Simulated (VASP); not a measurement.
Given:

```
HgSe
1.0
    0.00000     3.04585     3.04585
    3.04585     0.00000     3.04585
    3.04585     3.04585     0.00000
Hg Se
1 1
Direct
  0.00000   0.00000   0.00000
  0.75000   0.75000   0.75000
```

The numbers are results of PBE GGA, VASP's PBE PAW potentials (set 64) (plane waves; VASP), not measurements. Numerical set-up: 300 eV cut-off, 9×9×9 Γ-centred mesh, Fermi-Dirac smearing of 0.10 eV, potentials Hg Se.

Unless said otherwise, spin-orbit coupling is left out, though it shifts the bands of the heavy elements here.

Problem. Predict the energy per atom (σ→0), pressure, band gap (on the k-mesh) with the smallest direct gap where there is one.

Solution. 
- band gap (on the k-mesh): none (metal, semimetal or under 0.01 eV)
- energy per atom (σ→0): -2.009 eV/atom
- pressure: 4.26 GPa

The structure comes from a computed database's HgSe entry; how it stands against other phases isn't given here. The cell was not relaxed at this level.
